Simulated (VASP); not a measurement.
```
CELL_PARAMETERS angstrom
      3.10565     0.00000     0.00000
     -1.55282     2.68957     0.00000
      0.00000     0.00000    10.14416
ATOMIC_POSITIONS crystal
  Ta 0.33333 0.66667 0.04987
  Ta 0.66667 0.33333 0.54987
  Sb 0.33333 0.66667 0.32513
  Sb 0.66667 0.33333 0.82513
```

Computed with PBEsol GGA, VASP's PBE PAW potentials (set 64) (plane waves; VASP). Numerical set-up: 400 eV cut-off, Gaussian smearing of 0.050 eV, potentials Ta_pv Sb.

Unless said otherwise, spin-orbit coupling is left out, though it shifts the bands of the heavy elements here.

Estimate the band gap (along the path) with the smallest direct gap where there is one.

```json
{
 "band gap (along the path)": "none (metal, semimetal or under 0.01 eV)"
}
```

Total energies compare only between runs with the same potentials, cut-off and functional.

The structure was generated: TaSb was put into the wurtzite type (P6_3mc), which need not be its known phase. It was relaxed first, which changed the volume by -53 %.
